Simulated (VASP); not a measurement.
A run of VASP 6.6.1:

Contents of INCAR:

```
ALGO = Normal
EDIFF = 1E-6
ENCUT = 520
GGA = PE
ISIF = 2
ISMEAR = 0
LASPH = True
LCHARG = False
LREAL = False
LWAVE = False
NBANDS = 16
NELM = 100
PREC = Accurate
SIGMA = 0.01
```

The input KPOINTS:

```
k-points
0
Gamma
  5 5 5
```

Contents of POSCAR:

```
CdS
1.0
    0.0000000000      2.9165000000      2.9165000000
    2.9165000000      0.0000000000      2.9165000000
    2.9165000000      2.9165000000      0.0000000000
Cd S
1 1
Direct
    0.0000000000      0.0000000000      0.0000000000
    0.2500000000      0.2500000000      0.2500000000
```

Potentials or basis: VASP PAW PBE potentials, release 64 (Cd, S).

Command:

```bash
$ cat potpaw_PBE.64/Cd/POTCAR potpaw_PBE.64/S/POTCAR > POTCAR
$ mpirun -np 1 vasp_std > vasp.out
```

Hardware: 1 thread of Intel(R) Xeon(R) Platinum 8375C CPU @ 2.90GHz (Ice Lake), on a shared host.

Q: Estimate the wall time of this run.

A: It took 7.7 s on 1 thread of Intel(R) Xeon(R) Platinum 8375C CPU @ 2.90GHz (Ice Lake), with other jobs on the host, peak memory 0.17 GiB. Counts: scf iterations 14, k points 10.
